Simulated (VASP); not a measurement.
Data:

```
AlRu
1.0
    2.96660     0.00000     0.00000
    0.00000     2.96660     0.00000
    0.00000     0.00000     2.96660
Al Ru
1 1
Cartesian
  1.48330   1.48330   1.48330
  0.00000   0.00000   0.00000
```

Calculation: SCAN meta-GGA, VASP's PBE PAW potentials (set 64) (plane waves; VASP). Run with 520 eV cut-off, 12×12×12 Γ-centred mesh, first-order Methfessel-Paxton smearing of 0.10 eV, potentials Al Ru_pv.

**Question.** The job: RuAl (CsCl type), 2 atoms, SCAN, static run, 520 eV, 12×12×12 Γ-centred mesh. Roughly how much core time does it take on a busy server core?

**Answer.** About 60 core-seconds (one run on a shared machine, a rough figure). It had 84 irreducible k-points, 12 bands, up to 739 plane waves and 35 electronic steps.

The compound is RuAl in the CsCl type structure. It was relaxed first. The electron count is odd and the run is not spin-polarised, which forces a metal.
